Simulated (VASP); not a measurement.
## Na4SrCaSi2 under changes of volume

One of the cells (26.608 Å³/atom); the others are scaled copies at fixed shape and fractional positions:

```xyz
8
Lattice="5.3342 0.0000 0.0000 0.0000 5.3342 0.0000 0.0000 0.0000 7.4809" Properties=species:S:1:pos:R:3 pbc="T T T"
Sr    0.0000    0.0000    0.0000
Ca    2.6671    2.6671    3.7405
Si    0.0000    2.6671    1.9277
Si    2.6671    0.0000    5.5532
Na    0.0000    0.0000    3.7405
Na    2.6671    2.6671    0.0000
Na    0.0000    2.6671    5.5592
Na    2.6671    0.0000    1.9217
```

The cell comes from a database or a generator and needn't be the stable form of this composition.

- Program: VASP 6.6.1
- Functional: PBE
- Potentials or basis: VASP PAW PBE potentials, release 64 (Sr_sv, Ca_sv, Si, Na_pv)
- Cutoff: 520 eV
- k mesh: 5 × 5 × 4
- Occupations: fermi-dirac, width 0.05 eV
- Spin: no spin polarisation

```tsv
volume (Å³/atom)	energy over the lowest point (meV/atom)	pressure (GPa)	largest force (eV/Å)
24.521	8.36	1.9	0.099
25.043	3.33	1.2	0.103
25.564	0.39	0.6	0.104
26.608	0.00	-0.5	0.106
27.130	?	?	?
27.651	5.77	-1.3	0.109
```

Q: What does the run at 27.130 Å³/atom give?

A: Energy over the lowest point 2.19 meV/atom; pressure -0.9 GPa; largest force 0.107 eV/Å.

Worked out: A Birch-Murnaghan fit of order 3 (a polynomial in V^(-2/3)) to the other rows has its minimum at 26.14 Å³/atom with B0 = V·E''(V) = 26 GPa and B' = 4.1 at fixed shape and positions, which overstates the stiffness. It gives 2.19 meV/atom at 27.130 Å³/atom, against the run's 2.19, and -dE/dV = -0.9 GPa, against -0.9.

Energies are extrapolated to zero smearing.
